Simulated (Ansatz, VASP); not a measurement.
# Cross-check of WS2 between VASP and Ansatz, part 2 of 3

Aim: how closely do two programs agree when they are given the same cell, functional and k mesh? The cell is taken from a series of runs on this material, whose earlier steps may have relaxed, scaled, displaced or heated it; both programs get it as it stands.

VASP 6.6.1 and Ansatz 0.2.0.

So far: The structure; VASP: zone-centre phonons, PBEsol, pair 1.

### 3. Ansatz: zone-centre phonons, PBEsol, pair 1

Level of this step: Ansatz beside VASP: Kohn-Sham DFT, plane waves, PBEsol (Ansatz).

Ansatz runs on its PAW soft_1 files.

The same cell, functional and mesh now go to Ansatz, which takes its cutoff from its data sets.

The input, input.yaml:

```yaml
crystal:
  lattice:
    - [3.1458467052, 0.0, 0.0]
    - [-1.5729233526, 2.8333584895, 0.0]
    - [0.0, 0.0, 30.0]
  atoms:
    - { symbol: W, position: [0.3347291761, 0.6694583521, 0.3333333333] }
    - { symbol: S, position: [0.6659687453, 0.3319374905, 0.3848050449] }
    - { symbol: S, position: [0.6659687453, 0.3319374905, 0.2818616218] }
  periodic: [true, true, false]
kpoints:
  mp_grid: { grid: [12, 12, 1] }
hamiltonian:
  xc: pbesol
  pseudopotentials: { kind: paw, azcp: { folder: soft_1 }, xc_functional: pbe }
scf:
  occupations: { method: fixed }
output:
  eigenvalues: true
phonons:
  method: dfpt
```

Run with:

```bash
> ansatz run input.yaml --threads 4 --pin off --max-ram 16384MiB --backend cpu --events-out ev --progress --plain --runs-dir out
```

Numbers of over 12 decimals in the logs are rounded to 6 here.

The program printed:

```text
zone centre: on kpoints.mp_grid the ground state, and the responses unless they are solved on pairs of k-points, stand on 43 of the mesh's 144 k-points, reduced under 2 symmetry operations, with k and −k counted as one. Each operation leaves every solved displacement unchanged or reverses it
Engine: ansatz 0.2.0, aarch64-unknown-linux-gnu
Pseudopotentials: kind: paw
Pseudopotential: W, paw, valence charge 14, recommended cutoff 420 eV (normal), soft_1/W.paw.azcp
Pseudopotential: S, paw, valence charge 6, recommended cutoff 420 eV (normal), soft_1/S.paw.azcp
Functional definition: PBEsol
  exchange = pbesol_x
  correlation = pbesol_c
Crystal: 3 atoms, lattice volume = 267.399 Å³
Basis set: ecut = 420 eV, 5249 PW (Γ), exchange–correlation on 48×48×432 points (8 copies of the dense FFT grid, shifted against one another)
Bands: 17, of which v1, the nominal top of the filled ones, is band 13 counted from 1 (12 counted from 0)
Symmetry: 4 space group operations
k-points: 43 of 144 (irreducible under 2 space group operations, time reversal used)
Non-local potential: W, projectors of the file, l = 0: 3, l = 1: 2, l = 2: 2, l = 3: 1
Non-local potential: S, projectors of the file, l = 0: 2, l = 1: 2, l = 2: 1
PAW form: soft (Blöchl's): semilocal exchange-correlation on the pseudo side does not see the compensation charge
PAW frozen core: W, regenerated for the run's functional, and the local potential with it (the file was generated under x = pbe(κ = 0.804, μ = 0.219515), c = pbe(β = 0.066725))
PAW frozen core: S, regenerated for the run's functional, and the local potential with it (the file was generated under x = pbe(κ = 0.804, μ = 0.219515), c = pbe(β = 0.066725))
PAW one-centre angular grid: W, 590 points (default); XC on 64 Gauss nodes
PAW one-centre angular grid: S, 110 points (default); XC on 64 Gauss nodes
Initial density: superposition of atomic densities (neutral atoms: chi_scale 0, normalization atom)
Initial wavefunctions: pseudopotential atomic-orbital guess
Functional: x = pbesol(κ = 0.804, μ = 0.123457), c = pbesol(β = 0.046)
SCF iter   1: F=—  HF=-12030.431626 eV  |F-HF|=—  |Δ(HF+E_count)|=         —  Δρ=2.06e-2  dr2=1.26e0  ethr=3.10e-3  ⟨swp⟩=7.8  Hψ=5296  notcnv=0  defer=67
preconditioner: auto → none  [insulator: Δε(μ)=1.395 eV  Ē_g=8.989 eV  n_scr=16 (ndim 8)  ℏωp=9.6 eV  f_vac=0.762  ε∞_Penn≈2.1]
SCF iter   2: F=—  HF=-12030.049786 eV  |F-HF|=—  |Δ(HF+E_count)|=   3.82e-1  Δρ=8.83e-3  dr2=1.87e-1  ethr=3.10e-3  ⟨swp⟩=4.1  Hψ=2248  notcnv=0  defer=75
SCF iter   3: F=—  HF=-12030.055066 eV  |F-HF|=—  |Δ(HF+E_count)|=   5.28e-3  Δρ=6.45e-3  dr2=2.73e-1  ethr=7.19e-4  ⟨swp⟩=4.3  Hψ=1714  notcnv=0  defer=84
SCF iter   4: F=—  HF=-12030.013246 eV  |F-HF|=—  |Δ(HF+E_count)|=   4.18e-2  Δρ=3.00e-3  dr2=2.48e-2  ethr=7.19e-4  ⟨swp⟩=4.0  Hψ=1562  notcnv=0  defer=82
SCF iter   5: F=—  HF=-12030.009579 eV  |F-HF|=—  |Δ(HF+E_count)|=   3.67e-3  Δρ=6.59e-4  dr2=1.67e-3  ethr=9.55e-5  ⟨swp⟩=3.1  Hψ=1387  notcnv=0  defer=86
SCF iter   6: F=—  HF=-12030.009427 eV  |F-HF|=—  |Δ(HF+E_count)|=   1.52e-4  Δρ=1.31e-4  dr2=6.66e-5  ethr=6.42e-6  ⟨swp⟩=4.0  Hψ=1655  notcnv=0  defer=86
SCF iter   7: F=—  HF=-12030.009418 eV  |F-HF|=—  |Δ(HF+E_count)|=   8.87e-6  Δρ=3.37e-5  dr2=3.13e-6  ethr=2.56e-7  ⟨swp⟩=3.4  Hψ=1549  notcnv=0  defer=86
SCF iter   8: F=—  HF=-12030.009416 eV  |F-HF|=—  |Δ(HF+E_count)|=   2.47e-6  Δρ=9.58e-6  dr2=5.93e-7  ethr=1.20e-8  ⟨swp⟩=3.4  Hψ=1552  notcnv=0  defer=86
SCF iter   9: F=—  HF=-12030.009416 eV  |F-HF|=—  |Δ(HF+E_count)|=   6.73e-7  Δρ=1.36e-6  dr2=4.66e-9  ethr=2.28e-9  ⟨swp⟩=3.3  Hψ=1404  notcnv=0  defer=84
SCF iter  10: F=—  HF=-12030.009416 eV  |F-HF|=—  |Δ(HF+E_count)|=  5.97e-10  Δρ=3.75e-7  dr2=5.34e-10  ethr=1.79e-11  ⟨swp⟩=4.1  Hψ=1914  notcnv=0  defer=83
SCF iter  11: F=-12030.009416 eV  HF=-12030.009416 eV  |F-HF|=4.73e-11  |Δ(HF+E_count)|=  4.73e-11  Δρ=7.00e-8  dr2=1.28e-11  ethr=1.00e-12  ⟨swp⟩=22.1  Hψ=9187  notcnv=0
SCF 1 converged in 11 iterations: F = -12030.009416 eV  dr2 = 1.28e-11
  greatest PAW one-centre occupation: 0.999 electrons in one spin orbital (limit 2), on the W atom at site 0 (counted from 0), in its partial waves of l = 0
DFPT response loops at Γ: preconditioner auto → none (the input reference at scf.mixing.eps_inf says where Resta's filter doesn't serve); β = 0.50; Broyden in place of MSR1
SCF converged after 11 iterations
Free energy (F): -12030.009416 eV
Harris-Foulkes:  -12030.009416 eV  (|F-HF|=4.73e-11)
Internal energy: -12030.009416 eV  (E = F + TS)
E sigma→0 (E₀):  -12030.009416 eV
Fermi energy:    -5.696577 eV
--- Per-component energies (eV) ---
  E_band       = -624.346112
  E_kinetic    = 632.807041
  E_local      = -43286.643433  (includes V_loc(G=0)·N_el)
  E_nonlocal   = 46.741211
  E_hartree    = 21281.153778
  E_xc         = -441.848165
  E_vxc        = -396.186814  (∫ρ·V_xc dr)
  E_paw        = -9635.564716  (= ΣΔE_a)
  E_vpaw       = -183.371993  (= ΣTr[D̂ρ^β])
  E_aug_tail   = 0.000154  (compensation charges beyond the density's cutoff)
  E_ewald      = 19372.998957
  E_core_change = 0.345757  (= ΣΔE_core)
  E_smearing   = -0.000000  (= −TS)
  E_closure    = -0.000000  (closes the sum)
  Σ components = -12030.009416   (vs F -12030.009416, Δ=0.00e0)
--- Band table (eV; the first three rows and the last of 43) ---
  k-point 0: bands = [... 9 lower, -7.8058, -7.6283, -7.3950, -5.6966, -3.0828, -2.9283, -2.8451, -2.5209]
  k-point 1: bands = [... 9 lower, -8.3471, -7.5515, -7.2742, -5.7906, -3.1699, -3.1407, -2.6457, -2.6213]
  k-point 2: bands = [... 9 lower, -8.1647, -7.9218, -7.1852, -6.1428, -3.4679, -3.0591, -2.8525, -2.1726]
  k-point 42: bands = [... 9 lower, -9.3483, -9.0339, -7.5451, -6.5542, -3.3477, -2.4210, -2.3542, -0.7434]
--- Phonons (Γ-DFPT): 6 representative perturbations + reference, on 43 of 144 k-points (Σ response iterations 24) ---
  k mesh reduced under 2 symmetry operations, with k and −k counted as one. Each operation leaves every solved displacement unchanged or reverses it
  ASR residual: 1.334e-4 → 0.000e0 eV/Å²; symmetrization residual: 6.909e-6 eV/Å²
  ASR residual per site (eV/Å²): 1.33e-4 3.96e-5 3.96e-5
  Γ frequencies (cm⁻¹): 0.00 0.00 0.00 285.55 293.30 341.40 351.76 413.62 427.98
  non-analytic LO–TO correction: not included (Born effective charges unavailable; polar crystals: no LO–TO splitting at Γ)
```

Reading the cycles: dr2 is the Hartree energy of the density residual (eV), the measure of convergence; HF is the Harris–Foulkes estimate of the energy, which meets the free energy F at convergence.

### 4. Differences

Known differences besides the potentials themselves: fixed occupations in Ansatz, narrow Gaussian smearing in VASP; Ansatz cuts the interaction across the vacuum, VASP repeats the sheet without a dipole correction; the data sets hold 26 valence electrons in Ansatz (on its PAW soft_1 files) and 18 in VASP; the cutoff is 420 eV in Ansatz and 600 eV in VASP; Ansatz makes its cores anew for this functional, VASP keeps those of its PBE data sets. Total energies have different zeros and are not compared.

Both answers:

```
             quantity  Ansatz   VASP  difference
optical mode 1 (cm⁻¹)   285.6  287.4     -0.65 %
optical mode 2 (cm⁻¹)   293.3  295.1     -0.61 %
optical mode 3 (cm⁻¹)   341.4  343.4     -0.57 %
optical mode 4 (cm⁻¹)   351.8  353.8     -0.58 %
optical mode 5 (cm⁻¹)   413.6  417.4     -0.91 %
optical mode 6 (cm⁻¹)   428.0  430.0     -0.47 %
```

Modes are paired by rising frequency, not by their patterns, so a pair may set unlike modes beside each other; they are those without the splitting of longitudinal modes. Where the cell holds vacuum, a pressure given here is an average over it and none of the material.

### 5. VASP: zone-centre phonons, PBEsol, pair 2

Second derivatives magnify differences that forces hide, and they need a tight electronic threshold.

The input, INCAR:

```
SYSTEM = WS2
PREC = Accurate
ENCUT = 600
EDIFF = 1E-08
NELM = 120
ISMEAR = 0
SIGMA = 0.01
LREAL = .FALSE.
ALGO = Normal
GGA = PS
NBANDS = 15
LASPH = .TRUE.
LORBIT = 11
LWAVE = .FALSE.
LCHARG = .FALSE.
ISIF = 2
IBRION = 8
GGA_COMPAT = .FALSE.
EFERMI = MIDGAP
NELMDL = -8
KPAR = 2
```

The input, POSCAR:

```
WS2
1.0
    3.2087636393      0.0000000000      0.0000000000
   -1.6043818196      2.7788708264      0.0000000000
    0.0000000000      0.0000000000     30.0000000000
W S
1 2
Direct
    0.3333333333      0.6666666667      0.3333333333
    0.6666666666      0.3333333334      0.3848132474
    0.6666666666      0.3333333334      0.2818534191
```

The input, KPOINTS:

```
Automatic mesh
0
Gamma
12 12 1
0 0 0
```

The projector-augmented-wave data sets are W and S (PBE family, release 64).

Run with:

```bash
> mpirun -np 2 vasp_std
```

The program printed:

```text
[banner, memory and clock lines left out]
running    2 mpi-ranks, on    1 nodes
[...]
[... a notice as in an earlier step ...]

 LDA part: xc-table for (Slater+PW92), standard interpolation
 POSCAR, INCAR and KPOINTS ok, starting setup
[...]
entering main loop
       N       E                     dE             d eps       ncg     rms          rms(c)
DAV:   1     0.145912716666E+03    0.14591E+03   -0.60766E+03   570   0.940E+02
DAV:   2    -0.742159770679E+01   -0.15333E+03   -0.14359E+03  1019   0.169E+02
DAV:   3    -0.262657909893E+02   -0.18844E+02   -0.18677E+02   808   0.744E+01
DAV:   4    -0.266761186939E+02   -0.41033E+00   -0.40775E+00   746   0.135E+01
[...]
DAV:  28    -0.252670082722E+02   -0.54542E-07    0.56478E-10   558   0.636E-05    0.290E-05
DAV:  29    -0.252670082851E+02   -0.12938E-07    0.82700E-10   558   0.375E-05    0.340E-05
DAV:  30    -0.252670082901E+02   -0.50304E-08    0.86820E-10   537   0.198E-05
   1 F= -.25267008E+02 E0= -.25267008E+02  d E =0.000000E+00
[...]
RMM:  10    -0.933495643705E-01    0.77219E-08    0.11916E-07  4230   0.122E-04    0.599E-06
RMM:  11    -0.933495867615E-01   -0.22391E-07   -0.36993E-08  4412   0.104E-04    0.328E-06
RMM:  12    -0.933495821839E-01    0.45776E-08    0.38188E-08  4142   0.100E-04    0.788E-07
 first order change of Fermi-energy   0.11759E-03
 force on displaced ion       2 direction 1 : -10.348  -0.000   0.000
 Linear response progress:
  Degree of freedom:   4/  4
       N       E                     dE             d eps       ncg     rms          rms(c)
RMM:   1    -0.159091749934E+00   -0.15909E+00    0.17781E-02  1335   0.215E+00
RMM:   2    -0.155726670301E+00    0.33651E-02   -0.31808E-03   930   0.423E-01    0.345E-01
RMM:   3    -0.155608905386E+00    0.11776E-03   -0.38361E-04   965   0.123E-01    0.249E-01
RMM:   4    -0.155739101167E+00   -0.13020E-03   -0.25333E-04   961   0.761E-02    0.439E-02
[...]
RMM:  14    -0.155741924840E+00   -0.23351E-07   -0.39779E-07  1090   0.135E-04    0.588E-05
RMM:  15    -0.155742117393E+00   -0.19255E-06   -0.13440E-07  1137   0.202E-04    0.267E-05
RMM:  16    -0.155742125295E+00   -0.79021E-08    0.72734E-08  1134   0.942E-05    0.283E-05
 first order change of Fermi-energy   0.31909E+00
 force on displaced ion       2 direction 3 :  -0.000  -0.000 -18.324
 Linear response finished
```

Parts of OUTCAR (step 5):

```text
  Total       -2.0717999     -2.0717999     -0.1047005     -0.0000000      0.0000000     -0.0000000
  in kB      -12.4088360    -12.4088360     -0.6270933     -0.0000000      0.0000000     -0.0000000
  external PRESSURE =      -8.4815884 kB  Pullay stress =       0.0000000 kB

 POSITION                                       TOTAL-FORCE (eV/Angst)
 -----------------------------------------------------------------------------------
     -0.00000      1.85258     10.00000        -0.000000     -0.000000      0.000000
      1.60438      0.92629     11.54440         0.000000      0.000000     -0.031346
      1.60438      0.92629      8.45560         0.000000     -0.000000      0.031346
 -----------------------------------------------------------------------------------
    total drift:                                0.000000     -0.000000      0.000002

[... 2 further parts left out ...]
```

### 6. Ansatz: zone-centre phonons, PBEsol, pair 2

The same cell, functional and mesh now go to Ansatz, which takes its cutoff from its data sets.

The cell is taken from a series of runs on this material, whose earlier steps may have relaxed, scaled, displaced or heated it; both programs get it as it stands.

input.yaml, the sections that differ from step 3:

```yaml
crystal:
  lattice:
    - [3.2087636393, 0.0, 0.0]
    - [-1.6043818196, 2.7788708264, 0.0]
    - [0.0, 0.0, 30.0]
  atoms:
    - { symbol: W, position: [0.3333333333, 0.6666666667, 0.3333333333] }
    - { symbol: S, position: [0.6666666667, 0.3333333333, 0.3848132475] }
    - { symbol: S, position: [0.6666666667, 0.3333333333, 0.2818534192] }
  periodic: [true, true, false]
# kpoints, hamiltonian, scf, output, phonons: as in step 3
```

Run with:

```bash
> ansatz run input.yaml --threads 4 --pin off --max-ram 16384MiB --backend cpu --events-out ev --progress --plain --runs-dir out
```

The program printed:

```text
[...]
Crystal: 3 atoms, lattice volume = 267.502 Å³
Basis set: ecut = 420 eV, 5333 PW (Γ), exchange–correlation on 48×48×432 points (8 copies of the dense FFT grid, shifted against one another)
Bands: 17, of which v1, the nominal top of the filled ones, is band 13 counted from 1 (12 counted from 0)
Symmetry: 12 space group operations
k-points: 43 of 144 (irreducible under 2 space group operations, time reversal used)
[...]
k-point 2: bands = [... 9 lower, -8.3823, -8.1259, -7.1302, -6.0741, -3.3494, -3.0649, -3.0599, -2.2533]
  k-point 42: bands = [... 9 lower, -9.2810, -9.1314, -7.6031, -6.4391, -3.3880, -2.6511, -2.3414, -0.7188]
[...]
ASR residual: 1.584e-4 → 0.000e0 eV/Å²; symmetrization residual: 1.433e-5 eV/Å²
  ASR residual per site (eV/Å²): 1.58e-4 6.73e-5 6.73e-5
  Γ frequencies (cm⁻¹): 0.00 0.00 0.00 289.91 289.91 347.13 347.13 413.10 427.86
[...]
[key lines of the parts left out:]
SCF converged after 11 iterations
Free energy (F): -12030.031726 eV
Fermi energy:    -5.690909 eV
```

### 7. Comparison

What differs besides the data sets and the points named for the pairs above, as far as they apply: the data sets hold 26 valence electrons in Ansatz (on its PAW soft_1 files) and 18 in VASP. Total energies have different zeros and are not compared.

Compared:

```
                  quantity  Ansatz   VASP  difference
optical mode 1 to 2 (cm⁻¹)   289.9  291.8     -0.63 %
optical mode 3 to 4 (cm⁻¹)   347.1  349.2     -0.58 %
     optical mode 5 (cm⁻¹)   413.1  416.9     -0.91 %
     optical mode 6 (cm⁻¹)   427.9  429.9     -0.47 %
```

Modes are paired by rising frequency, not by their patterns, so a pair may set unlike modes beside each other; they are those without the splitting of longitudinal modes. Where the cell holds vacuum, a pressure given here is an average over it and none of the material.

### 8. Ansatz: zone-centre phonons, PBEsol, pair 3

Second derivatives magnify differences that forces hide, and they need a tight electronic threshold.

The cell is taken from a series of runs on this material, whose earlier steps may have relaxed, scaled, displaced or heated it; both programs get it as it stands.

input.yaml, the sections that differ from step 6:

```yaml
crystal:
  lattice:
    - [3.3031390406, 0.0, 0.0]
    - [-1.6515695203, 2.7243831631, 0.0]
    - [0.0, 0.0, 30.0]
  atoms:
    - { symbol: W, position: [0.3312880557, 0.6625761114, 0.3333333333] }
    - { symbol: S, position: [0.6676893054, 0.3353786108, 0.3846174879] }
    - { symbol: S, position: [0.6676893054, 0.3353786108, 0.2820491788] }
  periodic: [true, true, false]
# kpoints, hamiltonian, scf, output, phonons: as in step 6
```

The program printed:

```text
[...]
Crystal: 3 atoms, lattice volume = 269.970 Å³
Basis set: ecut = 420 eV, 5313 PW (Γ), exchange–correlation on 48×48×432 points (8 copies of the dense FFT grid, shifted against one another)
Bands: 17, of which v1, the nominal top of the filled ones, is band 13 counted from 1 (12 counted from 0)
Symmetry: 4 space group operations
k-points: 43 of 144 (irreducible under 2 space group operations, time reversal used)
[...]
k-point 2: bands = [... 9 lower, -8.6704, -8.3854, -7.0568, -5.9879, -3.3398, -3.1937, -3.1150, -2.3665]
  k-point 42: bands = [... 9 lower, -9.2460, -9.1738, -7.6471, -6.3052, -3.6055, -2.9288, -2.2642, -0.7570]
[...]
ASR residual: 7.269e-5 → 0.000e0 eV/Å²; symmetrization residual: 8.121e-6 eV/Å²
  ASR residual per site (eV/Å²): 7.27e-5 2.06e-5 2.06e-5
  Γ frequencies (cm⁻¹): 0.00 0.00 0.00 284.36 290.93 337.99 349.52 413.32 425.46
[...]
[key lines of the parts left out:]
SCF converged after 11 iterations
Free energy (F): -12029.979318 eV
Fermi energy:    -5.658308 eV
```

(Part 2 of 3 ends here.)

[Lines on the potential files, build, host, timing and source positions are cut from VASP's logs without a mark.]

[Logs are printed without paths, hosts, clocks, repeated set-up lines and the standing remarks that a program may print on its own settings, such as how far it seeks lower states.]

[Hosts, paths, dates, database ids (printed as entryN), source tags and the programs' standing remarks are cut or masked in the printed files.]
